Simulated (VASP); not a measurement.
These are LDA (Ceperley-Alder, Perdew-Zunger), VASP's LDA PAW potentials (set 64) (plane waves; VASP 6.6.1) values and carry that method's errors.

VASP ran on this input.

**INCAR**
```
ALGO=Normal
EDIFF=1E-7
ENCUT=520
ISIF=2
ISMEAR=-5
LASPH=.True.
LCHARG=.True.
LMAXMIX=4
LORBIT=11
LREAL=.False.
LWAVE=.False.
NEDOS=601
NELM=100
PREC=Accurate
SYSTEM=Y
```

File POSCAR:
```
Y
3.5511020
  0.4999999184  -0.8660253338   0.0000000000
  0.4999999184   0.8660253338   0.0000000000
  0.0000000000   0.0000000000   1.5404012705
Y
2
Cartesian
  0.4999999184   0.2886756886   0.3851003176
  0.4999999184  -0.2886756886   1.1553009529
```

File KPOINTS:
```
Automatic mesh
0
Gamma
13 13 8
0 0 0
```

POTCAR, in this order: Y_sv (LDA.64 set). Program: vasp_std.

Output of the run:

**OUTCAR**
```
 ion  position               nearest neighbor table
   1  0.333  0.667  0.250-   2 3.42   2 3.42   2 3.42   2 3.42   2 3.42   2 3.42
   2  0.667  0.333  0.750-   1 3.42   1 3.42   1 3.42   1 3.42   1 3.42   1 3.42
  LATTYP: Found a hexagonal cell.
 ALAT       =     3.5511016399
 C/A-ratio  =     1.5404014267
 Subroutine PRICEL returns:
 Original cell was already a primitive cell.
 Subroutine GETGRP returns: Found 24 space group operations
The static configuration has the point symmetry D_3d.
 The point group associated with its full space group is D_6h.
The dynamic configuration has the point symmetry D_3d.
 Subroutine INISYM returns: Found 24 space group operations
 Subroutine IBZKPT returns following result:
 Found    105 irreducible k-points:

 Following reciprocal coordinates:
            Coordinates               Weight
  0.000000  0.000000  0.000000      1.000000
  0.076923  0.000000  0.000000      6.000000
  0.153846 -0.000000  0.000000      6.000000
  0.230769 -0.000000  0.000000      6.000000
  0.307692 -0.000000  0.000000      6.000000
  0.384615 -0.000000  0.000000      6.000000
  0.461538 -0.000000  0.000000      6.000000
  0.076923  0.076923  0.000000      6.000000
  0.153846  0.076923  0.000000     12.000000
  0.230769  0.076923  0.000000     12.000000
  0.307692  0.076923  0.000000     12.000000
  0.384615  0.076923  0.000000     12.000000
  0.461538  0.076923  0.000000      6.000000
  0.153846  0.153846  0.000000      6.000000
  0.230769  0.153846  0.000000     12.000000
  0.307692  0.153846  0.000000     12.000000
  0.384615  0.153846  0.000000     12.000000
  0.230769  0.230769  0.000000      6.000000
  0.307692  0.230769  0.000000     12.000000
  0.384615  0.230769  0.000000      6.000000
  0.307692  0.307692  0.000000      6.000000
  0.000000  0.000000  0.125000      2.000000
  0.076923  0.000000  0.125000     12.000000
  0.153846 -0.000000  0.125000     12.000000
  0.230769 -0.000000  0.125000     12.000000
  0.307692 -0.000000  0.125000     12.000000
  0.384615 -0.000000  0.125000     12.000000
  0.461538 -0.000000  0.125000     12.000000
  0.076923  0.076923  0.125000     12.000000
  0.153846  0.076923  0.125000     24.000000
  0.230769  0.076923  0.125000     24.000000
  0.307692  0.076923  0.125000     24.000000
  0.384615  0.076923  0.125000     24.000000
  0.461538  0.076923  0.125000     12.000000
  0.153846  0.153846  0.125000     12.000000
  0.230769  0.153846  0.125000     24.000000
  0.307692  0.153846  0.125000     24.000000
  0.384615  0.153846  0.125000     24.000000
  0.230769  0.230769  0.125000     12.000000
  0.307692  0.230769  0.125000     24.000000
   k-points           NKPTS =    105   k-points in BZ     NKDIM =    105   number of bands    NBANDS=     15
   number of dos      NEDOS =    601   number of ions     NIONS =      2
   total plane-waves  NPLWV =  32928
   dimension x,y,z NGX =    28 NGY =   28 NGZ =   42
   dimension x,y,z NGXF=    56 NGYF=   56 NGZF=   84
   ions per type =               2
   PREC   = accura    normal or accurate (medium, high low for compatibility)
   ISTART =      0    job   : 0-new  1-cont  2-samecut
   ICHARG =      2    charge: 1-file 2-atom 10-const
   ISPIN  =      1    spin polarized calculation?
   LNONCOLLINEAR =      F non collinear calculations
   LSORBIT =      F    spin-orbit coupling
   INIWAV =      1    electr: 0-lowe 1-rand  2-diag
   ENCUT  =  520.0 eV  38.22 Ry    6.18 a.u.   6.60  6.60 10.17*2*pi/ulx,y,z
   NELM   =    100;   NELMIN=  2; NELMDL= -5     # of ELM steps
   EDIFF  = 0.1E-06   stopping-criterion for ELM
   LREAL  =      F    real-space projection
...
```

### OSZICAR
```
       N       E                     dE             d eps       ncg     rms          rms(c)
DAV:   1     0.877356940505E+02    0.87736E+02   -0.11805E+04  3150   0.141E+03
DAV:   2    -0.722864448383E+01   -0.94964E+02   -0.94120E+02  3962   0.289E+02
DAV:   3    -0.141349335359E+02   -0.69063E+01   -0.68522E+01  5872   0.479E+01
DAV:   4    -0.142595917041E+02   -0.12466E+00   -0.12474E+00  3480   0.721E+00
DAV:   5    -0.142632060074E+02   -0.36143E-02   -0.36169E-02  4618   0.887E-01    0.353E+01
DAV:   6    -0.139515122678E+02    0.31169E+00   -0.39693E-01  3171   0.452E+00    0.218E+01
DAV:   7    -0.139043130839E+02    0.47199E-01   -0.76865E-01  4364   0.556E+00    0.172E+00
DAV:   8    -0.138922038188E+02    0.12109E-01   -0.13050E-01  3787   0.246E+00    0.473E-01
DAV:   9    -0.138923150941E+02   -0.11128E-03   -0.51827E-03  4174   0.568E-01    0.182E-01
DAV:  10    -0.138922656391E+02    0.49455E-04   -0.46467E-04  4386   0.187E-01    0.484E-02
DAV:  11    -0.138922658748E+02   -0.23572E-06   -0.22229E-05  4147   0.358E-02    0.374E-02
DAV:  12    -0.138922656848E+02    0.19001E-06   -0.53476E-06  3542   0.218E-02    0.742E-03
DAV:  13    -0.138922656920E+02   -0.72482E-08   -0.51031E-07  3597   0.739E-03
   1 F= -.13892266E+02 E0= -.13892266E+02  d E =0.000000E+00
```

File OUTCAR:
```
------------------------ aborting loop because EDIFF is reached ----------------------------------------
  FORCE on cell =-STRESS in cart. coord.  units (eV):
  Direction    XX          YY          ZZ          XY          YZ          ZX
  --------------------------------------------------------------------------------------
  Total       -0.0647193     -0.0647193      0.1436878     -0.0000000      0.0000000      0.0000000
  in kB       -1.7357629     -1.7357632      3.8536879     -0.0000000      0.0000000      0.0000000
  external PRESSURE =       0.1273873 kB  Pullay stress =       0.0000000 kB
  volume of cell :       59.74
      direct lattice vectors                 reciprocal lattice vectors
     1.775550710 -3.075344295  0.000000000     0.281602771 -0.162583422  0.000000000
     1.775550710  3.075344295  0.000000000     0.281602771  0.162583422  0.000000000
     0.000000000  0.000000000  5.470122033     0.000000000  0.000000000  0.182811278
 POSITION                                       TOTAL-FORCE (eV/Angst)
 -----------------------------------------------------------------------------------
      1.77555      1.02512      1.36753        -0.000000      0.000000      0.000000
      1.77555     -1.02512      4.10259         0.000000     -0.000000      0.000000
 -----------------------------------------------------------------------------------
    total drift:                                0.000000      0.000504     -0.000011
  FREE ENERGIE OF THE ION-ELECTRON SYSTEM (eV)
  ---------------------------------------------------
  free  energy   TOTEN  =       -13.8922656920 eV

  energy  without entropy=      -13.8922656920  energy(sigma->0) =      -13.89226569

 total charge

# of ion       s       p       d       f       tot
--------------------------------------------------
    1        2.304   6.251   1.027   0.009   9.591
    2        2.304   6.251   1.027   0.009   9.591
--------------------------------------------------
tot          4.609  12.502   2.054   0.018  19.182
```
(Selected blocks of OUTCAR.)

For a metal the tetrahedron method with Blöchl corrections gives inexact stress and forces.

The compound is Y in the hcp structure. It was relaxed first, which changed the volume by -10 %.
